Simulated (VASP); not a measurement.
OSZICAR of a VASP run on Zn (hcp):

File OSZICAR:
```
       N       E                     dE             d eps       ncg     rms          rms(c)
DAV:   1     0.679876876305E+02    0.67988E+02   -0.11428E+04  6096   0.211E+03
DAV:   2    -0.183394776552E+02   -0.86327E+02   -0.85054E+02  6096   0.283E+02
DAV:   3    -0.207961093374E+02   -0.24566E+01   -0.24538E+01  7248   0.598E+01
DAV:   4    -0.208027041933E+02   -0.65949E-02   -0.65946E-02  7120   0.314E+00
DAV:   5    -0.208027147347E+02   -0.10541E-04   -0.10541E-04  7248   0.102E-01    0.467E+00
DAV:   6    -0.182533875761E+02    0.25493E+01   -0.26267E+00  5968   0.360E+01    0.452E+00
DAV:   7    -0.177034076164E+02    0.54998E+00   -0.22333E-01  6904   0.939E+00    0.237E+00
DAV:   8    -0.177749807401E+02   -0.71573E-01   -0.89452E-02  6856   0.381E+00    0.357E-01
DAV:   9    -0.177735866532E+02    0.13941E-02   -0.24032E-02  6232   0.173E+00    0.175E-01
DAV:  10    -0.177747436327E+02   -0.11570E-02   -0.13733E-02  7472   0.212E+00    0.103E-01
DAV:  11    -0.177748716714E+02   -0.12804E-03   -0.14430E-02  6264   0.898E-01    0.804E-02
DAV:  12    -0.177746200406E+02    0.25163E-03   -0.68661E-04  6456   0.280E-01    0.103E-01
DAV:  13    -0.177769520541E+02   -0.23320E-02   -0.90014E-04  6280   0.402E-01    0.198E-02
DAV:  14    -0.177774502631E+02   -0.49821E-03   -0.26133E-04  6416   0.149E-01    0.109E-02
DAV:  15    -0.177774627123E+02   -0.12449E-04   -0.26852E-05  5832   0.668E-02    0.944E-03
DAV:  16    -0.177774580084E+02    0.47039E-05   -0.12905E-06  3336   0.160E-02
   1 F= -.17777458E+02 E0= -.17777421E+02  d E =-.177775E+02
```

Task: Which electronic solver shows in the log?

Result: It is blocked Davidson (ALGO = Normal, or the opening steps of other solvers). The INCAR had ALGO = Normal.

Task: Can the final energy be trusted as converged?

Result: Self-consistency was reached. It stopped with EDIFF = 1E-5, NELM = 100, NSW = 20 and EDIFFG = -0.03 after 1 ionic step (r2SCAN meta-GGA, plane waves, VASP's PBE PAW potentials (set 64)).

The compound is Zn in the hcp structure. It was relaxed first, which changed the volume by -6 %.
